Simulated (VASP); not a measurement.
The system is Sr.

```
Sr
1.0
     0.00000    3.03360    3.03360
     3.03360    0.00000    3.03360
     3.03360    3.03360    0.00000
Sr
1
Direct
  0.00000 0.00000 0.00000
```

| Property | Result |
| --- | --- |
| Program | VASP 6.6.1 |
| Task | relaxation of cell and atoms |
| Functional | PBEsol |
| Potentials or basis | VASP PAW PBE potentials, release 64 (Sr_sv) |
| Cutoff | 580 eV |
| k mesh | 12 × 12 × 12 |
| Occupations | gaussian, width 0.1 eV |
| Spin | no spin polarisation |

At the start: pressure -0.8 GPa; volume 55.83 Å³/atom.

Task: How do energy, volume and symmetry change on relaxing?

Result: Over 4 steps the energy falls by 10.3 meV/atom and the volume is 51.91 Å³/atom (-7.0 %); space group Fm-3m (No. 225, to 0.05 Å).

The path:
| step | energy change (eV) | largest force (eV/Å) | pressure (GPa) | volume (Å³) |
| --- | --- | --- | --- | --- |
| 1 | 0.0000 | 0.0000 | -0.79 | 55.83 |
| 2 | -0.0082 | 0.0000 | -0.38 | 53.63 |
| 3 | -0.0103 | 0.0000 | -0.03 | 52.03 |
| 4 | -0.0103 | 0.0000 | 0.00 | 51.91 |

Final structure:
```xyz
1
Lattice="0.0000 2.9609 2.9609 2.9609 0.0000 2.9609 2.9609 2.9609 0.0000" Properties=species:S:1:pos:R:3 pbc="T T T"
Sr    2.9609    0.0000    2.9609
```

Caveat: the PAW data sets were made with another functional, which shifts forces and pressure a little.
